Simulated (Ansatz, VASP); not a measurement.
# TaAl (TaAl in the B2 ordering): VASP beside Ansatz, part 2 of 2

Aim: how closely do two programs agree when they are given the same cell, functional and k mesh? The cell is generated by rule, not measured, and may not be a known phase. The cell is taken from a series of runs on this material, whose earlier steps may have relaxed, scaled, displaced or heated it; both programs get it as it stands.

VASP 6.6.1 and Ansatz 0.2.0.

So far: Starting point; VASP: relaxation of cell and atoms, PBEsol; Ansatz: relaxation of cell and atoms, PBEsol; Differences.

## 5. VASP: zone-centre phonons, PBEsol

Level of this step: PBEsol; plane waves and PAW (Al, Ta_pv); invented cell (VASP).

Second derivatives magnify differences that forces hide, and they need a tight electronic threshold.

File INCAR:

```
SYSTEM = TaAl
PREC = Accurate
ENCUT = 500
EDIFF = 1E-08
NELM = 120
ISMEAR = 1
SIGMA = 0.2
LREAL = .FALSE.
ALGO = Normal
GGA = PS
NBANDS = 13
LASPH = .TRUE.
LORBIT = 11
LWAVE = .FALSE.
LCHARG = .FALSE.
ISIF = 2
IBRION = 8
GGA_COMPAT = .FALSE.
```

File POSCAR:

```
TaAl
1.0
    3.1964573469      0.0000000000      0.0000000000
    0.0000000000      3.1964573469      0.0000000000
    0.0000000000      0.0000000000      3.1964573469
Al Ta
1 1
Direct
    0.0000000000      0.0000000000      0.0000000000
    0.5000000000      0.5000000000      0.5000000000
```

File KPOINTS:

```
Automatic mesh
0
Gamma
6 6 6
0 0 0
```

Potentials, in the order of the species: Al and Ta_pv (PBE family, release 64).

Run with:

```bash
$ mpirun -np 1 vasp_std
```

Numbers of over 12 decimals in the logs are rounded to 6 here.

The log of the run:

```text
[banner, memory and clock lines left out]
running    1 mpi-ranks, on    1 nodes
[...]
[... a notice as in an earlier step ...]

 LDA part: xc-table for (Slater+PW92), standard interpolation
 POSCAR, INCAR and KPOINTS ok, starting setup
[...]
entering main loop
       N       E                     dE             d eps       ncg     rms          rms(c)
DAV:   1     0.629116569870E+02    0.62912E+02   -0.71408E+03   528   0.951E+02
DAV:   2    -0.157671022891E+02   -0.78679E+02   -0.75941E+02   605   0.245E+02
DAV:   3    -0.172149321891E+02   -0.14478E+01   -0.14339E+01   645   0.302E+01
DAV:   4    -0.172294488175E+02   -0.14517E-01   -0.14511E-01   613   0.317E+00
[...]
DAV:  12    -0.164495122872E+02    0.55107E-06   -0.23767E-07   610   0.519E-03    0.648E-04
DAV:  13    -0.164495123177E+02   -0.30465E-07   -0.12207E-08   489   0.117E-03    0.266E-04
DAV:  14    -0.164495123222E+02   -0.45125E-08   -0.75288E-10   290   0.277E-04
   1 F= -.16449512E+02 E0= -.16450410E+02  d E =0.269316E-02
[...]
RMM:   7    -0.653742631154E-02    0.13645E-05   -0.47828E-08  1713   0.166E-03    0.261E-04
RMM:   8    -0.653830142061E-02   -0.87511E-06   -0.12185E-08  1704   0.680E-04    0.993E-05
RMM:   9    -0.653829349394E-02    0.79267E-08   -0.10575E-09  1782   0.211E-04    0.241E-05
 first order change of Fermi-energy  -0.76729E-04
 force on displaced ion       1 direction 1 :  -7.754  -0.000   0.000
 Linear response progress:
  Degree of freedom:   2/  2
       N       E                     dE             d eps       ncg     rms          rms(c)
RMM:   1    -0.142534776198E+00   -0.14253E+00    0.13268E+01  1171   0.275E+01
RMM:   2    -0.174433088565E+00   -0.31898E-01   -0.31113E-02  1571   0.158E+00    0.108E-01
RMM:   3    -0.173749162437E+00    0.68393E-03   -0.18343E-03  1720   0.264E-01    0.560E-02
RMM:   4    -0.173154202482E+00    0.59496E-03   -0.20269E-04  1748   0.100E-01    0.192E-02
[...]
RMM:  11    -0.172920401920E+00   -0.10406E-06   -0.63749E-08  1875   0.688E-05    0.470E-06
RMM:  12    -0.172920372692E+00    0.29229E-07   -0.22918E-08  1825   0.401E-05    0.135E-06
RMM:  13    -0.172920372687E+00    0.45356E-11   -0.14563E-08  1467   0.224E-05    0.221E-06
 first order change of Fermi-energy   0.84463E-03
 force on displaced ion       2 direction 1 :  -7.745   0.000  -0.000
 Linear response finished
```

OUTCAR, selected parts (step 5):

```text
  Total        0.0097333      0.0097333      0.0097333     -0.0000000      0.0000000      0.0000000
  in kB        0.4774903      0.4774903      0.4774903     -0.0000000      0.0000000      0.0000000
  external PRESSURE =       0.4774903 kB  Pullay stress =       0.0000000 kB

 POSITION                                       TOTAL-FORCE (eV/Angst)
 -----------------------------------------------------------------------------------
      0.00000      0.00000      0.00000         0.000000      0.000000      0.000000
      1.59823      1.59823      1.59823         0.000000      0.000000      0.000000
 -----------------------------------------------------------------------------------
    total drift:                                0.000000     -0.000000     -0.000000

[... 2 further parts left out ...]
```

The k-mesh is coarse for a metal.

## 6. Ansatz: zone-centre phonons, PBEsol

The same cell, functional, mesh and smearing now go to Ansatz, which takes its cutoff from its data sets.

The cell is taken from a series of runs on this material, whose earlier steps may have relaxed, scaled, displaced or heated it; both programs get it as it stands.

File input.yaml:

```yaml
crystal:
  lattice:
    - [3.1964573469, 0.0, 0.0]
    - [0.0, 3.1964573469, 0.0]
    - [0.0, 0.0, 3.1964573469]
  atoms:
    - { symbol: Al, position: [0.0, 0.0, 0.0] }
    - { symbol: Ta, position: [0.5, 0.5, 0.5] }
kpoints:
  mp_grid: { grid: [6, 6, 6] }
hamiltonian:
  xc: pbesol
scf:
  occupations: { method: methfessel_paxton, width: 0.2 }
output:
  eigenvalues: true
phonons:
  method: dfpt
  qmesh: [2, 2, 2]
  temperatures: { t_max: 1000, t_step: 50 }
  qpath:
    path:
      - [[0.0, 0.0, 0.0], [0.0, 0.5, 0.0], [0.5, 0.5, 0.0], [0.0, 0.0, 0.0], [0.5, 0.5, 0.5], [0.0, 0.5, 0.0]]
      - [[0.5, 0.5, 0.5], [0.5, 0.5, 0.0]]
    npoints: 10
```

Run with:

```bash
$ ansatz run input.yaml --threads 4 --pin off --max-ram 8192MiB --backend cpu --events-out ev --progress --plain --runs-dir out
```

The log of the run:

```text
[...]
Crystal: 2 atoms, lattice volume = 32.659 Å³
Basis set: ecut = 420 eV, 619 PW (Γ), exchange–correlation on 48×48×48 points (8 copies of the dense FFT grid, shifted against one another)
Bands: 12, of which v1, the nominal top of the filled ones, is band 8 counted from 1 (7 counted from 0)
Symmetry: 48 space group operations
k-points: 20 of 216
[...]
largest difference from the sums on the solved wave vectors: F 2.39e-2 eV, S 3.04e-5 and C_V 1.38e-5 eV/K
  zero-point energy: 0.062179 eV/cell   skipped modes (ω ≤ 0): 325, of them read as no rigid motion or as one in doubt: 322 (1.211e0 modes/cell left out, lowest -114.24 cm⁻¹)   left out of the sums: 2.02e-1 of the cell's modes: C_V's classical limit lies that fraction below 3 k_B per atom; for a crystal, a wire or a layer, F and S can be off by more, and a phonons.interpolated_qmesh denser along its periods is the remedy for the sampling
[key lines of the parts left out:]
SCF converged after 7 iterations
Free energy (F): -10330.853701 eV
Fermi energy:    14.543464 eV
```

## 7. Differences

What differs besides the data sets and the points named for the pairs above, as far as they apply: VASP's run holds the zone centre alone; the data sets hold 16 valence electrons in Ansatz (on its default PAW (the set named soft_2) files) and 14 in VASP. Total energies have different zeros and are not compared.

Compared:

| quantity | Ansatz | VASP | difference |
| --- | --- | --- | --- |
| optical mode 1 to 3 (cm⁻¹) | 299.3 | 299.6 | -0.10 % |

Modes are paired by rising frequency, not by their patterns, so a pair may set unlike modes beside each other; they are those without the splitting of longitudinal modes.

## 8. Summary of results

```
difference in volume (relaxation of cell and atoms, PBEsol)                                                          : -0.092 %
r.m.s. difference of the optical zone-centre modes, each program's sorted by frequency (zone-centre phonons, PBEsol) : 0.31 cm⁻¹
```

The difference in volume is -0.092 % (relaxation of cell and atoms, PBEsol), within the 1.2 % picked in this series as the mark of a large difference, as far as the stopping tolerances let one tell. The data sets hold unlike numbers of valence electrons (16 in Ansatz and 14 in VASP), so part of the differences comes from the potentials. 1 further run of this series is not shown here. How closely two codes agree says nothing of how well the functional describes the real material.

[Lines on the potential files, build, host, timing and source positions are cut from VASP's logs without a mark.]

[Logs are printed without paths, hosts, clocks, repeated set-up lines and the standing remarks that a program may print on its own settings, such as how far it seeks lower states.]

[Hosts, paths, dates, database ids (printed as entryN), source tags and the programs' standing remarks are cut or masked in the printed files.]
